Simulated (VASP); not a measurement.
An input for Quantum ESPRESSO's pw.x (written as the equivalent of a VASP run, and not itself run):

```
&CONTROL
  calculation = 'scf'
  pseudo_dir = './pseudo'
  outdir = './out'
  tprnfor = .true.
  tstress = .true.
/
&SYSTEM
  ibrav = 0
  nat = 4
  ntyp = 1
  ecutwfc = 58
  occupations = 'smearing'
  smearing = 'gaussian'
  degauss = 0.003675
  input_dft = 'pbe'
/
&ELECTRONS
  conv_thr = 7.3e-08
  electron_maxstep = 100
/
ATOMIC_SPECIES
  Cl 35.450 Cl.upf
CELL_PARAMETERS angstrom
     1.5200000   -4.8064230    0.0000000
     1.5200000    4.8064230    0.0000000
     0.0000000    0.0000000    4.0149550
ATOMIC_POSITIONS crystal
  Cl   0.3983200  0.6016800  0.5805600
  Cl   0.6016800  0.3983200  0.4194400
  Cl   0.8983200  0.1016800  0.9194400
  Cl   0.1016800  0.8983200  0.0805600
K_POINTS automatic
  7 7 5 0 0 0
```

### Question
Translate this input to VASP (INCAR, KPOINTS, POSCAR, choice of POTCAR).

### Answer
One answer among several that fit: 
File POSCAR:
```
Cl
1.0
  1.5200000000  -4.8064230000   0.0000000000
  1.5200000000   4.8064230000   0.0000000000
  0.0000000000   0.0000000000   4.0149550000
Cl
4
direct
  0.3983200000   0.6016800000   0.5805600000
  0.6016800000   0.3983200000   0.4194400000
  0.8983200000   0.1016800000   0.9194400000
  0.1016800000   0.8983200000   0.0805600000
```

### INCAR
```
ISMEAR=0   # Gaussian
LCHARG=.FALSE.
ISIF=2
SYSTEM=Cl
LASPH=.TRUE.   # aspherical one-centre terms
NELM=100   # most electronic steps
PREC=Accurate
SIGMA=0.05   # width (eV)
LWAVE=.FALSE.
GGA=PE   # PBE
ENCUT=400   # plane-wave cut-off (eV)
LREAL=.FALSE.   # projection in real space or not
ALGO=All
EDIFF=1E-6   # SCF stop (eV)
```

### KPOINTS
```
Automatic mesh
0
G
  7 7 5
```

POTCAR, in this order: Cl (PBE.64 set). Program: vasp_std.

The two are equivalent in intent, not identical: the potentials are each code's own (VASP's PAW set, PseudoDojo norm-conserving files in pw.x), so ENCUT and ecutwfc are chosen apart and not converted; conv_thr bounds pw.x's estimated SCF error, while EDIFF bounds the energy change between steps.

The structure was generated: Cl was put into the black-P type (Cmce), which need not be its known phase. The cell was not relaxed at this level. The run is one of a series of settings (ALGO = All against the base run), some of them coarse on purpose.
